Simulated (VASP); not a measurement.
La2RuN2:

```
Ru La N
1.0
     0.00000    3.76262    0.00000
     3.76262    0.00000    0.00000
     1.88131    1.88131   -6.64552
Ru La N
1 2 2
Direct
  0.00000 0.00000 0.00000
  0.33600 0.33600 0.32800
  0.66400 0.66400 0.67200
  0.14550 0.14550 0.70900
  0.85450 0.85450 0.29100
```

The cell was built by a generator and needn't be a form met in nature.

| Quantity | Value |
| --- | --- |
| Program | VASP 6.6.1 |
| Task | relaxation of cell and atoms |
| Functional | PBE |
| Potentials or basis | VASP PAW PBE potentials, release 64 (Ru_pv, La, N) |
| Cutoff | 600 eV |
| k mesh | 7 × 7 × 7 |
| Occupations | methfessel-paxton, width 0.0229 eV |
| Spin | no spin polarisation |

At the start: pressure -2.0 GPa; volume 18.82 Å³/atom.

Problem. How do energy, volume and symmetry change on relaxing?

Solution. Over 10 steps the energy falls by 168.1 meV/atom and the volume is 18.03 Å³/atom (-4.2 %); space group I4/mmm (No. 139, to 0.05 Å).

The path:
| step | energy change (eV) | largest force (eV/Å) | pressure (GPa) | volume (Å³) |
| --- | --- | --- | --- | --- |
| 1 | 0.0000 | 2.4100 | -2.00 | 94.08 |
| 2 | -0.5255 | 1.4518 | 1.84 | 90.90 |
| 3 | -0.6695 | 1.6013 | 5.67 | 88.45 |
| 4 | -0.7881 | 0.5982 | -2.65 | 91.87 |
| 5 | -0.8120 | 0.4283 | -0.40 | 90.82 |
| 6 | -0.8120 | 0.4072 | -0.53 | 90.87 |
| 7 | -0.8262 | 0.2825 | -0.27 | 90.51 |
| 8 | -0.8387 | 0.0230 | 0.31 | 89.82 |
| 9 | -0.8388 | 0.0281 | 0.37 | 89.78 |
| 10 | -0.8403 | 0.0293 | -0.05 | 90.17 |

Final structure:
```xyz
5
Lattice="0.0000 3.7976 0.0000 3.7976 0.0000 0.0000 1.8988 1.8988 -6.2524" Properties=species:S:1:pos:R:3 pbc="T T T"
Ru    0.0000    0.0000    0.0000
La    1.8988    1.8988   -1.8082
La    3.7976    3.7976   -4.4442
N     1.8988    1.8988   -4.3059
N     3.7976    3.7976   -1.9465
```
